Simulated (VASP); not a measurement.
Output of a VASP run:

File OSZICAR:
```
       N       E                     dE             d eps       ncg     rms          rms(c)
DAV:   1     0.247380270755E+03    0.24738E+03   -0.17464E+04   924   0.148E+03
DAV:   2     0.753023503555E+00   -0.24663E+03   -0.24131E+03  1038   0.357E+02
DAV:   3    -0.132499187525E+02   -0.14003E+02   -0.13953E+02  1116   0.845E+01
DAV:   4    -0.134042233216E+02   -0.15430E+00   -0.15425E+00  1050   0.898E+00
DAV:   5    -0.134070657153E+02   -0.28424E-02   -0.28423E-02  1128   0.118E+00    0.101E+01
DAV:   6    -0.123083450824E+02    0.10987E+01   -0.26917E+00  1176   0.161E+01    0.812E+00
DAV:   7    -0.122926172610E+02    0.15728E-01   -0.73702E-01  1068   0.499E+00    0.397E+00
DAV:   8    -0.122916799366E+02    0.93732E-03   -0.97195E-02  1080   0.329E+00    0.467E-01
DAV:   9    -0.122894334733E+02    0.22465E-02   -0.20332E-02  1158   0.174E+00    0.134E-01
DAV:  10    -0.122897609114E+02   -0.32744E-03   -0.15127E-03  1032   0.376E-01    0.113E-01
DAV:  11    -0.122899094229E+02   -0.14851E-03   -0.26196E-04  1120   0.116E-01    0.922E-02
DAV:  12    -0.122899281693E+02   -0.18746E-04   -0.20346E-04  1020   0.938E-02    0.119E-02
DAV:  13    -0.122899276773E+02    0.49198E-06   -0.13411E-05  1122   0.284E-02    0.690E-03
DAV:  14    -0.122899290911E+02   -0.14138E-05   -0.20451E-06  1038   0.748E-03    0.738E-03
DAV:  15    -0.122899284658E+02    0.62526E-06   -0.13812E-06  1098   0.937E-03    0.253E-03
DAV:  16    -0.122899284343E+02    0.31561E-07   -0.20587E-07   822   0.256E-03
   1 F= -.13226183E+02 E0= -.13226183E+02  d E =-.132262E+02
```

File OUTCAR:
```
------------------------ aborting loop because EDIFF is reached ----------------------------------------
 Edisp (eV)   -0.93625
  FORCE on cell =-STRESS in cart. coord.  units (eV):
  Direction    XX          YY          ZZ          XY          YZ          ZX
  --------------------------------------------------------------------------------------
  Total      -2.01959    -2.01959    -1.98588     0.00000     0.00000     0.00000
  in kB     -30.22156   -30.22156   -29.71703     0.00000     0.00000     0.00000
  external pressure =      -30.05 kB  Pullay stress =        0.00 kB
  volume of cell :      107.07
      direct lattice vectors                 reciprocal lattice vectors
     2.118486405 -3.669325912  0.000000000     0.236017564 -0.136264810  0.000000000
     2.118486405  3.669325912  0.000000000     0.236017564  0.136264810  0.000000000
     0.000000000  0.000000000  6.886776032     0.000000000  0.000000000  0.145205826
  FREE ENERGIE OF THE ION-ELECTRON SYSTEM (eV)
  ---------------------------------------------------
  free  energy   TOTEN  =       -13.2261826564 eV

  energy  without entropy=      -13.2261826564  energy(sigma->0) =      -13.22618266

 reached required accuracy - stopping structural energy minimisation
```
(Selected blocks of OUTCAR.)

**POSCAR**
```
CdS
1
    2.1184864051    -3.6693259117     0.0000000000
    2.1184864051     3.6693259117     0.0000000000
    0.0000000000     0.0000000000     6.8867760317
Cd S
2 2
Direct
  0.6666670000   0.3333330000   0.5000342041
  0.3333330000   0.6666670000   0.0000342041
  0.6666670000   0.3333330000   0.8769657959
  0.3333330000   0.6666670000   0.3769657959
```

**Question.** Write an INCAR and KPOINTS that could have produced this output.

**Answer.** One answer among several that fit: the input of the run itself, PBE GGA with D3 dispersion (zero damping), plane waves, VASP's PBE PAW potentials (set 64).

INCAR:
```
ALGO=Normal
EDIFF=1E-7
EDIFFG=-0.01
ENCUT=520
GGA=PE
IBRION=2
ISIF=4
ISMEAR=0
IVDW=11
LASPH=.TRUE.
LCHARG=.FALSE.
LMAXMIX=4
LREAL=.FALSE.
LWAVE=.FALSE.
NELM=100
NSW=30
PREC=Accurate
SIGMA=0.05
SYSTEM=CdS
```

**KPOINTS**
```
Regular mesh
0
G
  6 6 4
0 0 0
```

POTCAR, in this order: Cd S (PBE.64 set). Program: vasp_std.

The compound is CdS in the wurtzite structure. This cell is one point of a volume scan, at 1.06 of the reference volume.
